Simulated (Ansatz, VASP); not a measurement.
## Cross-check of Pd between VASP and Ansatz

Aim: how closely do two programs agree when they are given the same cell, functional and k mesh?

Main program and level: Ansatz 0.2.0; plane waves, with VASP 6.6.1 beside it; single point at PBEsol.

## Step 1: The starting structure

Symmetry: Fm-3m, No. 225, cubic system. The conventional cell has a = 3.874 Å, b = 3.874 Å, c = 3.874 Å, α = 90.00°, β = 90.00°, γ = 90.00°. Pd has 12 Pd at 2.74 Å nearest.

Coordinates:

```xyz
1
Lattice="0.0000 1.9370 1.9370 1.9370 0.0000 1.9370 1.9370 1.9370 0.0000" Properties=species:S:1:pos:R:3 pbc="T T T"
Pd    0.0000    0.0000    0.0000
```

## Step 2: VASP: single point, PBEsol

A single point gives forces, pressure and levels at one fixed geometry, so differences don't come from the geometry; what else differs is listed under the comparison.

Lines of VASP's logs that name or quote its potential files are left out, and so is its time.

File INCAR:

```
SYSTEM = Pd
PREC = Accurate
ENCUT = 450
EDIFF = 1E-08
NELM = 100
ISMEAR = -1
SIGMA = 0.15
LREAL = .FALSE.
ALGO = Normal
GGA = PS
NBANDS = 13
LASPH = .TRUE.
LORBIT = 11
LWAVE = .FALSE.
LCHARG = .FALSE.
KPAR = 2
ISIF = 2
```

File POSCAR:

```
Pd
1.0
    0.0000000000      1.9370191929      1.9370191929
    1.9370191929      0.0000000000      1.9370191929
    1.9370191929      1.9370191929      0.0000000000
Pd
1
Direct
    0.0000000000      0.0000000000      0.0000000000
```

File KPOINTS:

```
Automatic mesh
0
Gamma
34 34 34
0 0 0
```

The projector-augmented-wave data sets are Pd (PBE family, release 64).

Command:

```
> mpirun -np 2 vasp_std
```

Numbers of over 12 decimals in the logs are rounded to 6 here.

Log:

```text
[banner, memory and clock lines left out]
running    2 mpi-ranks, on    1 nodes
 distrk:  each k-point on    1 cores,    2 groups
 distr:  one band on    1 cores,    1 groups

 POSCAR found type information on POSCAR Pd
 POSCAR found :  1 types and       1 ions
|                                                                             |
|               ----> ADVICE to this user running VASP <----                  |
|                                                                             |
|     You enforced a specific xc type in the INCAR file but a different       |
|     [... a line on the potential file left out ...]
|     I HOPE YOU KNOW WHAT YOU ARE DOING!                                     |
|                                                                             |

 LDA part: xc-table for (Slater+PW92), standard interpolation
 POSCAR, INCAR and KPOINTS ok, starting setup
 FFT: planning ... GRIDC
 FFT: planning ... GRID_SOFT
 FFT: planning ... GRID
 WAVECAR not read
 entering main loop
       N       E                     dE             d eps       ncg     rms          rms(c)
DAV:   1     0.396033572757E+02    0.39603E+02   -0.45354E+03 27797   0.637E+02
DAV:   2    -0.581325690163E+01   -0.45417E+02   -0.43616E+02 33622   0.160E+02
DAV:   3    -0.641893241825E+01   -0.60568E+00   -0.60377E+00 35217   0.189E+01
DAV:   4    -0.642092237687E+01   -0.19900E-02   -0.19898E-02 34363   0.115E+00
DAV:   5    -0.642093840045E+01   -0.16024E-04   -0.16024E-04 35508   0.958E-02    0.875E+00
DAV:   6    -0.604945664077E+01    0.37148E+00   -0.14311E+00 35059   0.851E+00    0.391E+00
DAV:   7    -0.603592787032E+01    0.13529E-01   -0.16465E-02 34343   0.865E-01    0.207E+00
DAV:   8    -0.603108198453E+01    0.48459E-02   -0.13125E-03 33539   0.262E-01    0.127E-01
DAV:   9    -0.603106650745E+01    0.15477E-04   -0.28528E-05 34329   0.436E-02    0.135E-02
DAV:  10    -0.603107117612E+01   -0.46687E-05   -0.17727E-06 34781   0.101E-02    0.572E-03
DAV:  11    -0.603107089668E+01    0.27944E-06   -0.27785E-08 34535   0.130E-03    0.544E-04
DAV:  12    -0.603107091338E+01   -0.16705E-07   -0.12839E-09 26560   0.246E-04    0.313E-05
DAV:  13    -0.603107091531E+01   -0.19321E-08   -0.44254E-11 17397   0.573E-05
   1 F= -.60310709E+01 E0= -.59711059E+01  d E =-.119930E+00
```

From OUTCAR (step 2):

```text
ion  position               nearest neighbor table
   1  0.000  0.000  0.000-

  LATTYP: Found a face centered cubic cell.
 ALAT       =     3.8740383858

 Subroutine GETGRP returns: Found 48 space group operations
 (whereof 48 operations were pure point group operations)

The static configuration has the point symmetry O_h .

 Found   1059 irreducible k-points:

   k-points           NKPTS =   1059   k-points in BZ     NKDIM =   1059   number of bands    NBANDS=     13

   dimension x,y,z NGX =    20 NGY =   20 NGZ =   20
   dimension x,y,z NGXF=    40 NGYF=   40 NGZF=   40

   ENCUT  =  450.0 eV  33.07 Ry    5.75 a.u.   4.74  4.74  4.74*2*pi/ulx,y,z

   NELECT =      10.0000    total number of electrons

 k-points in reciprocal lattice and weights: Automatic mesh
   0.00000000  0.00000000  0.00000000       0.000
   0.02941176  0.00000000  0.00000000       0.000
   0.05882353  0.00000000  0.00000000       0.000
   0.08823529  0.00000000  0.00000000       0.000
   0.11764706  0.00000000  0.00000000       0.000
   0.14705882  0.00000000  0.00000000       0.000
   0.17647059  0.00000000  0.00000000       0.000
   0.20588235  0.00000000  0.00000000       0.000
   0.23529412  0.00000000  0.00000000       0.000
[...]
-0.26470588  0.47058824  0.23529412       0.001
  -0.26470588  0.50000000  0.23529412       0.000

 average (electrostatic) potential at core
       1 -70.2874

 E-fermi :   9.9286

 k-point     1 :       0.0000    0.0000    0.0000
  band No.  band energies     occupation
    ...
      2       6.9498      2.00000
      3       6.9498      2.00000
      4       6.9498      2.00000
      5       8.6163      1.99968
      6       8.6163      1.99968
      7      27.0063      0.00000
      8      31.8550      0.00000
      9      31.8550      0.00000
     10      31.8550      0.00000
     11      35.9102      0.00000
    ...

 k-point     2 :       0.0294    0.0000    0.0000
  band No.  band energies     occupation
    ...
      2       6.9377      2.00000
      3       6.9613      2.00000
      4       6.9613      2.00000
      5       8.6104      1.99969
      6       8.6104      1.99969
      7      27.0429      0.00000
      8      31.6181      0.00000
      9      31.8931      0.00000
     10      31.8931      0.00000
     11      35.9292      0.00000
    ...

 k-point     3 :       0.0588    0.0000    0.0000
  band No.  band energies     occupation
    ...
      2       6.9030      2.00000
      3       6.9948      2.00000
      4       6.9948      2.00000
      5       8.5942      1.99973
      6       8.5942      1.99973
      7      27.1471      0.00000
      8      31.0136      0.00000
      9      32.0056      0.00000
     10      32.0056      0.00000
     11      35.9583      0.00000
    ...

  Total        0.0619550      0.0619550      0.0619550     -0.0000000      0.0000000      0.0000000
  in kB        6.8289655      6.8289655      6.8289655     -0.0000000      0.0000000      0.0000000
  external PRESSURE =       6.8289655 kB  Pullay stress =       0.0000000 kB

  energy-cutoff  :      450.00
  volume of cell :       14.54
      direct lattice vectors                 reciprocal lattice vectors
     0.000000000  1.937019193  1.937019193    -0.258128573  0.258128573  0.258128573
     1.937019193  0.000000000  1.937019193     0.258128573 -0.258128573  0.258128573
     1.937019193  1.937019193  0.000000000     0.258128573  0.258128573 -0.258128573

 POSITION                                       TOTAL-FORCE (eV/Angst)
 -----------------------------------------------------------------------------------
      0.00000      0.00000      0.00000        -0.000000     -0.000000     -0.000000
 -----------------------------------------------------------------------------------
    total drift:                                0.000000      0.000000      0.000000

  FREE ENERGIE OF THE ION-ELECTRON SYSTEM (eV)
  ---------------------------------------------------
  free  energy   TOTEN  =        -6.0310709153 eV

  energy  without entropy=       -5.9111409218  energy(sigma->0) =       -5.97110592

 total charge
# of ion       s       p       d       tot
------------------------------------------
    1        0.491   0.501   8.464   9.456

[... 3 further parts left out ...]
```

The run ends at a pressure of 0.68 GPa.

## Step 3: Ansatz: single point, PBEsol

Ansatz runs on its default PAW (the set named soft_2) files.

The same cell, functional, mesh and smearing now go to Ansatz, which takes its cutoff from its data sets.

File input.yaml:

```yaml
crystal:
  lattice:
    - [0.0, 1.9370191929, 1.9370191929]
    - [1.9370191929, 0.0, 1.9370191929]
    - [1.9370191929, 1.9370191929, 0.0]
  atoms:
    - { symbol: Pd, position: [0.0, 0.0, 0.0] }
hamiltonian:
  xc: pbesol
  pseudopotentials: { kind: paw }
kpoints:
  mp_grid: { grid: [34, 34, 34] }
scf:
  occupations: { method: fermi_dirac, width: 0.15 }
  n_extra_bands: 4
output:
  forces: true
  stress: true
  eigenvalues: true
```

Command:

```
> ansatz run input.yaml --threads 2 --pin off --max-ram 4608MiB --backend cpu --events-out ev --progress --plain --runs-dir out
```

Log:

```text
scf.n_extra_bands = 4 over 9 filled bands (N_el = 18.0): the run solves 13 bands
Engine: ansatz 0.2.0, aarch64-unknown-linux-gnu
Pseudopotentials: kind: paw
Pseudopotential: Pd, paw, valence charge 18, recommended cutoff 420 eV (normal), Pd.paw.azcp
Functional definition: PBEsol
  exchange = pbesol_x
  correlation = pbesol_c
Crystal: 1 atoms, lattice volume = 14.536 Å³
Basis set: ecut = 420 eV, 283 PW (Γ), exchange–correlation on 40×40×40 points (8 copies of the dense FFT grid, shifted against one another)
Bands: 13, of which v1, the nominal top of the filled ones, is band 9 counted from 1 (8 counted from 0)
Symmetry: 48 space group operations
Space group: Fm-3m (ITA 225), of the structure as read, at distance tolerance 2.4e-5 Å
k-points: 1059 of 39304
Non-local potential: Pd, projectors of the file, l = 0: 2, l = 1: 2, l = 2: 2, l = 3: 1
PAW form: soft (Blöchl's): semilocal exchange-correlation on the pseudo side does not see the compensation charge
PAW frozen core: Pd, regenerated for the run's functional, and the local potential with it (the file was generated under x = pbe(κ = 0.804, μ = 0.219515), c = pbe(β = 0.066725))
PAW one-centre angular grid: Pd, 590 points (default); XC on 64 Gauss nodes
Initial density: superposition of atomic densities (neutral atoms: chi_scale 0, normalization atom), corrected by the library's trained network
Initial wavefunctions: pseudopotential atomic-orbital guess
Functional: x = pbesol(κ = 0.804, μ = 0.123457), c = pbesol(β = 0.046)
SCF iter   1: F=—  HF=-6906.720310 eV  |F-HF|=—  |Δ(HF+E_count)|=         —  Δρ=9.68e-3  dr2=1.17e-2  ethr=1.77e-3  ⟨swp⟩=5.0  Hψ=78878  notcnv=0
preconditioner: auto → none  [metal: Δε(μ)=0.002 eV  Ē_g=14.469 eV  σ=0.150 eV  W_gap=0.00  n_scr=8 (ndim 8)  ℏωp=30.8 eV  f_vac=0.000  D(μ)=1.70/eV (n_scr^D=26)  sad-step TF]
SCF iter   2: F=—  HF=-6906.717190 eV  |F-HF|=—  |Δ(HF+E_count)|=   3.12e-3  Δρ=2.49e-3  dr2=6.46e-4  ethr=6.53e-5  ⟨swp⟩=1.1  Hψ=22509  notcnv=0
SCF iter   3: F=—  HF=-6906.717024 eV  |F-HF|=—  |Δ(HF+E_count)|=   1.66e-4  Δρ=5.70e-4  dr2=1.21e-5  ethr=3.59e-6  ⟨swp⟩=2.4  Hψ=18260  notcnv=0
SCF iter   4: F=—  HF=-6906.717029 eV  |F-HF|=—  |Δ(HF+E_count)|=   4.86e-6  Δρ=7.13e-5  dr2=4.06e-7  ethr=6.71e-8  ⟨swp⟩=2.2  Hψ=18158  notcnv=0
iter 5 did not close the SCF: its close was put off for the readings that it lacked (scf_convergence_deferred on its scf_iter line)
SCF iter   5: F=-6906.717030 eV  HF=-6906.717030 eV  |F-HF|=1.83e-9  |Δ(HF+E_count)|=   1.70e-7  Δρ=7.21e-6  dr2=2.50e-9  ethr=2.26e-9  ⟨swp⟩=2.0  Hψ=22387  notcnv=0
SCF iter   6: F=-6906.717030 eV  HF=-6906.717030 eV  |F-HF|=2.18e-11  |Δ(HF+E_count)|=  6.10e-10  Δρ=6.15e-7  dr2=2.74e-11  ethr=1.39e-11  ⟨swp⟩=1.4  Hψ=40844  notcnv=0
SCF 1 converged in 6 iterations: F = -6906.717030 eV  dr2 = 2.74e-11
  greatest PAW one-centre occupation: 0.999 electrons in one spin orbital (limit 2), on the Pd atom at site 0 (counted from 0), in its partial waves of l = 0
SCF converged after 6 iterations
Free energy (F): -6906.717030 eV
Harris-Foulkes:  -6906.717030 eV  (|F-HF|=2.18e-11)
Internal energy: -6906.597237 eV  (E = F + TS)
E sigma→0 (E₀):  -6906.657133 eV
Entropy (-TS):   -0.119793 eV (-119.793 meV/atom)
Fermi energy:    20.107557 eV
--- Per-component energies (eV) ---
  E_band       = -133.058010
  E_kinetic    = 513.652109
  E_local      = -1727.737764  (includes V_loc(G=0)·N_el)
  E_nonlocal   = 219.196400
  E_hartree    = 701.336177
  E_xc         = -167.835735
  E_vxc        = -211.379377  (∫ρ·V_xc dr)
  E_paw        = -3684.747907  (= ΣΔE_a)
  E_vpaw       = -329.462218  (= ΣTr[D̂ρ^β])
  E_aug_tail   = 0.000241  (compensation charges beyond the density's cutoff)
  E_ewald      = -2760.763281
  E_core_change = 0.302524  (= ΣΔE_core)
  E_smearing   = -0.119793  (= −TS)
  E_closure    = 0.000000  (closes the sum)
  Σ components = -6906.717030   (vs F -6906.717030, Δ=0.00e0)
--- Forces (eV/Å), atoms counted from 1 ---
  atom   1  Pd     0.00000000    -0.00000000    -0.00000000
  max |Σ_I F_I| component: 2.98e-32 eV/Å
--- Stress (GPa, compression-positive) ---
        0.951874       0.000000       0.000000
        0.000000       0.951874      -0.000000
        0.000000       0.000000       0.951874
  P = ⅓ Tr σ = 0.9519 GPa (9.519 kbar)
--- Band table (eV; the first three rows and the last of 1059) ---
  k-point 0: bands = [... 5 lower, 17.1236, 17.1236, 17.1236, 18.7916, 18.7916, 36.9918, 41.7673, 41.7673]
  k-point 1: bands = [... 5 lower, 17.1115, 17.1352, 17.1352, 18.7857, 18.7857, 37.0285, 41.5454, 41.8057]
  k-point 2: bands = [... 5 lower, 17.0768, 17.1687, 17.1687, 18.7694, 18.7694, 37.1324, 40.9716, 41.9195]
  k-point 1058: bands = [... 5 lower, 16.3577, 16.7618, 18.6982, 20.3589, 28.5675, 29.3589, 30.4237, 31.7233]
```

The job ended after 8.1 s (2 threads of Arm Neoverse N1, shared host; peak memory 0.46 GiB; 16 s of CPU time).

The run ends at a pressure of 0.95 GPa.

## Step 4: Comparison

Known differences besides the potentials themselves: the data sets hold 18 valence electrons in Ansatz (default PAW (the set named soft_2) files) and 10 in VASP; the cutoff is 420 eV in Ansatz and 450 eV in VASP; Ansatz makes its cores anew for this functional, VASP keeps those of its PBE data sets. Total energies have different zeros and are not compared.

Compared:

| quantity | Ansatz | VASP | difference |
| --- | --- | --- | --- |
| pressure (GPa) | 0.95 | 0.68 | +0.27 |

## Step 5: Summary of results

```yaml
difference_in_pressure_single_point_pbesol: 0.27 GPa
```

**Reading.** The difference in pressure is 0.27 GPa (single point, PBEsol), within the 1 GPa picked in this series as the mark of a large difference. 1 further run of this series is not shown here. How closely two codes agree says nothing of how well the functional describes the real material.

[Lines on the potential files, build, host, timing and source positions are cut from VASP's logs without a mark.]

[Logs are printed without paths, hosts, clocks, repeated set-up lines and the standing remarks that a program may print on its own settings, such as how far it seeks lower states.]

[Hosts, paths, dates, database ids (printed as entryN), source tags and the programs' standing remarks are cut or masked in the printed files.]
